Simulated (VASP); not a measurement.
Crystal: HPbNO4.

```
H Pb N O
1.0
     4.92453    0.00000    0.00000
     0.00000    5.59720    0.00000
     0.00000    0.00000    7.24347
H Pb N O
2 2 2 8
Direct
  0.00000 0.50000 0.19317
  0.50000 0.00000 0.80683
  0.50000 0.50000 0.95257
  0.00000 0.00000 0.04743
  0.00000 0.00000 0.63654
  0.50000 0.50000 0.36346
  0.00000 0.50000 0.05860
  0.50000 0.00000 0.94140
  0.00000 0.19569 0.72995
  0.00000 0.80431 0.72995
  0.00000 0.00000 0.46750
  0.50000 0.69569 0.27005
  0.50000 0.30431 0.27005
  0.50000 0.50000 0.53250
```

The cell was built by a generator and needn't be a form met in nature.

```yaml
Program: VASP 6.6.1
Task: single point
Functional: PBE
Potentials_or_basis: VASP PAW PBE potentials, release 64 (H, Pb_d, N, O)
Cutoff: 520 eV
k_mesh: 6 × 5 × 4
Occupations: fermi-dirac, width 0.05 eV
Spin: no spin polarisation
```

On this cell: pressure 0.7 GPa; largest force 0.568 eV/Å; band gap on the k mesh 2.85 eV, indirect (least direct gap 2.97 eV).

The same run follows on a disturbed copy (atoms moved at random, drawn with an rms of 0.05 Å):

```
H Pb N O
1.0
     4.92453    0.00000    0.00000
     0.00000    5.59720    0.00000
     0.00000    0.00000    7.24347
H Pb N O
2 2 2 8
Direct
  0.98800 0.49312 0.19716
  0.49597 0.99291 0.80987
  0.50953 0.50392 0.95284
  0.00273 0.99445 0.04477
  0.98936 0.99029 0.63622
  0.50277 0.50749 0.36308
  0.98904 0.49702 0.05672
  0.49751 0.00261 0.93695
  0.99498 0.19918 0.73060
  0.99439 0.80755 0.73312
  0.98256 0.99405 0.46564
  0.50048 0.69700 0.26671
  0.49868 0.31595 0.27062
  0.49776 0.49949 0.52753
```

**Question.** What changes?

**Answer.** The energy moves by +28.2 meV/atom; pressure 2.7 GPa; largest force 3.561 eV/Å; band gap on the k mesh 2.77 eV, indirect (least direct gap 2.88 eV).

Forces on the atoms (eV/Å):
```
H    0.008  0.056 -1.642
H   -0.036 -0.025 -3.190
Pb  -0.071 -0.274 -0.078
Pb   0.035  0.349  0.161
N    0.121  3.530 -0.450
N   -0.463 -0.457 -1.808
O    0.122  0.006  1.672
O    0.028  0.042  3.240
O   -0.069 -1.308 -0.662
O   -0.014 -2.055  0.483
O   -0.002 -0.370  0.429
O    0.116  1.761 -0.172
O    0.117 -1.927 -1.196
O    0.107  0.672  3.211
```

Stress tensor (GPa, compression positive):
```
 0.00 -0.03 -0.09
-0.03  3.40 -0.11
-0.09 -0.11  4.66
```

Caveats: the standard files for N, O and F lose accuracy on very short bonds; spin-orbit coupling is left out, which as a rule narrows the gap of such compounds by several tenths of an eV; an odd mesh through Γ misses points on the zone boundary, where band edges often lie.
